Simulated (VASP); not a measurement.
Computed with r2SCAN+rVV10, VASP's PBE PAW potentials (set 64) (plane waves; VASP).

Input for VASP

### POSCAR
```
CdSe
1
    2.1872307702    -3.7883945780     0.0000000000
    2.1872307702     3.7883945780     0.0000000000
    0.0000000000     0.0000000000     7.1299002510
Cd Se
2 2
Direct
  0.6666670000   0.3333330000   0.4999928404
  0.3333330000   0.6666670000   0.9999928404
  0.6666670000   0.3333330000   0.8760071596
  0.3333330000   0.6666670000   0.3760071596
```

### INCAR
```
SYSTEM = CdSe
PREC = Accurate
ENCUT = 520
EDIFF = 1E-7
NELM = 100
ALGO = Normal
LREAL = .FALSE.
LASPH = .TRUE.
ISMEAR = 0
SIGMA = 0.05
METAGGA = R2SCAN
LUSE_VDW = .TRUE.
BPARAM = 11.95
CPARAM = 0.0093
LMIXTAU = .TRUE.
LMAXMIX = 4
LWAVE = .FALSE.
LCHARG = .FALSE.
ISIF = 4
IBRION = 2
NSW = 30
EDIFFG = -0.01
```

File KPOINTS:
```
Automatic
0
Gamma
  6 6 3
```

POTCAR, in this order: Cd Se (PBE.64 set). Program: vasp_std.

The run wrote:

### OUTCAR
```
 ion  position               nearest neighbor table
   1  0.667  0.333  0.500-   4 2.68   4 2.68   4 2.68   3 2.68
   2  0.333  0.667  1.000-   3 2.68   3 2.68   3 2.68   4 2.68
   3  0.667  0.333  0.876-   2 2.68   2 2.68   2 2.68   1 2.68
   4  0.333  0.667  0.376-   1 2.68   1 2.68   1 2.68   2 2.68
  LATTYP: Found a hexagonal cell.
 ALAT       =     4.3744613292
 C/A-ratio  =     1.6298921660
 Subroutine PRICEL returns:
 Original cell was already a primitive cell.
 Subroutine GETGRP returns: Found 12 space group operations
The static configuration has the point symmetry C_3v.
 The point group associated with its full space group is C_6v.
The dynamic configuration has the point symmetry C_3v.
 Subroutine INISYM returns: Found 12 space group operations
 Subroutine IBZKPT returns following result:
 Found     14 irreducible k-points:

 Following reciprocal coordinates:
            Coordinates               Weight
  0.000000  0.000000  0.000000      1.000000
  0.166667  0.000000  0.000000      6.000000
  0.333333  0.000000  0.000000      6.000000
  0.500000  0.000000  0.000000      3.000000
  0.166667  0.166667  0.000000      6.000000
  0.333333  0.166667  0.000000     12.000000
  0.333333  0.333333  0.000000      2.000000
  0.000000  0.000000  0.333333      2.000000
  0.166667  0.000000  0.333333     12.000000
  0.333333  0.000000  0.333333     12.000000
  0.500000  0.000000  0.333333      6.000000
  0.166667  0.166667  0.333333     12.000000
  0.333333  0.166667  0.333333     24.000000
  0.333333  0.333333  0.333333      4.000000
   k-points           NKPTS =     14   k-points in BZ     NKDIM =     14   number of bands    NBANDS=     22
   number of dos      NEDOS =    301   number of ions     NIONS =      4
   total plane-waves  NPLWV =  69984
   dimension x,y,z NGX =    36 NGY =   36 NGZ =   54
   dimension x,y,z NGXF=    72 NGYF=   72 NGZF=  108
   ions per type =               2   2
...
```

### OSZICAR
```
       N       E                     dE             d eps       ncg     rms          rms(c)
DAV:   1     0.177378198939E+03    0.17738E+03   -0.17278E+04   616   0.148E+03
DAV:   2    -0.669244127767E+02   -0.24430E+03   -0.23941E+03   700   0.353E+02
DAV:   3    -0.802982074687E+02   -0.13374E+02   -0.13330E+02   718   0.823E+01
DAV:   4    -0.804098090787E+02   -0.11160E+00   -0.11157E+00   700   0.768E+00
DAV:   5    -0.804107266888E+02   -0.91761E-03   -0.91758E-03   754   0.630E-01    0.789E+00
DAV:   6    -0.741702332089E+02    0.62405E+01   -0.67848E+00   706   0.342E+01    0.946E+00
DAV:   7    -0.722684455086E+02    0.19018E+01   -0.59384E-01   628   0.814E+00    0.702E+00
DAV:   8    -0.724720659083E+02   -0.20362E+00   -0.57416E-01   616   0.772E+00    0.700E-01
DAV:   9    -0.699130576097E+02    0.25590E+01   -0.12086E+00   616   0.777E+00    0.837E-01
DAV:  10    -0.700198369178E+02   -0.10678E+00   -0.62544E-02   640   0.208E+00    0.840E-01
DAV:  11    -0.700103944606E+02    0.94425E-02   -0.10028E-02   724   0.940E-01    0.976E-01
DAV:  12    -0.701623668474E+02   -0.15197E+00   -0.48457E-02   646   0.131E+00    0.445E-01
DAV:  13    -0.705863890379E+02   -0.42402E+00   -0.30734E-01   658   0.344E+00    0.462E-01
DAV:  14    -0.705993097472E+02   -0.12921E-01   -0.70968E-02   658   0.220E+00    0.344E-01
DAV:  15    -0.706100131994E+02   -0.10703E-01   -0.11387E-02   628   0.779E-01    0.954E-02
DAV:  16    -0.706171554824E+02   -0.71423E-02   -0.58701E-03   652   0.453E-01    0.125E-01
DAV:  17    -0.706196824173E+02   -0.25269E-02   -0.81964E-04   634   0.279E-01    0.935E-02
DAV:  18    -0.706208493407E+02   -0.11669E-02   -0.21221E-03   634   0.381E-01    0.103E-01
DAV:  19    -0.706211695340E+02   -0.32019E-03   -0.11938E-03   616   0.251E-01    0.355E-02
DAV:  20    -0.706213200997E+02   -0.15057E-03   -0.21812E-04   640   0.130E-01    0.199E-02
DAV:  21    -0.706213273876E+02   -0.72880E-05   -0.58672E-05   670   0.655E-02    0.168E-02
DAV:  22    -0.706213392295E+02   -0.11842E-04   -0.29720E-05   670   0.351E-02    0.181E-02
DAV:  23    -0.706213581911E+02   -0.18962E-04   -0.12089E-05   640   0.340E-02    0.124E-02
DAV:  24    -0.706213576262E+02    0.56496E-06   -0.30303E-06   616   0.159E-02    0.770E-03
DAV:  25    -0.706213568603E+02    0.76584E-06   -0.17902E-06   706   0.695E-03    0.369E-03
DAV:  26    -0.706213578937E+02   -0.10334E-05   -0.82158E-07   640   0.651E-03    0.120E-03
DAV:  27    -0.706213578022E+02    0.91529E-07   -0.75647E-08   428   0.185E-03
   1 F= -.70621358E+02 E0= -.70621358E+02  d E =-.706214E+02
```

### OUTCAR
```
------------------------ aborting loop because EDIFF is reached ----------------------------------------
  FORCE on cell =-STRESS in cart. coord.  units (eV):
  Direction    XX          YY          ZZ          XY          YZ          ZX
  --------------------------------------------------------------------------------------
  Total       -1.1755209     -1.1755207     -1.1562744      0.0000000      0.0000000      0.0000000
  in kB      -15.9396091    -15.9396071    -15.6786349      0.0000000      0.0000000      0.0000000
  external PRESSURE =     -15.8526170 kB  Pullay stress =       0.0000000 kB
  volume of cell :      118.16
      direct lattice vectors                 reciprocal lattice vectors
     2.187230770 -3.788394578  0.000000000     0.228599564 -0.131982028  0.000000000
     2.187230770  3.788394578  0.000000000     0.228599564  0.131982028  0.000000000
     0.000000000  0.000000000  7.129900251     0.000000000  0.000000000  0.140254417
  FREE ENERGIE OF THE ION-ELECTRON SYSTEM (eV)
  ---------------------------------------------------
  free  energy   TOTEN  =       -70.6213578022 eV

  energy  without entropy=      -70.6213578022  energy(sigma->0) =      -70.62135780

 reached required accuracy - stopping structural energy minimisation
```
(Selected blocks of OUTCAR.)

The compound is CdSe in the wurtzite structure. This cell is one point of a volume scan, at 1.03 of the reference volume.
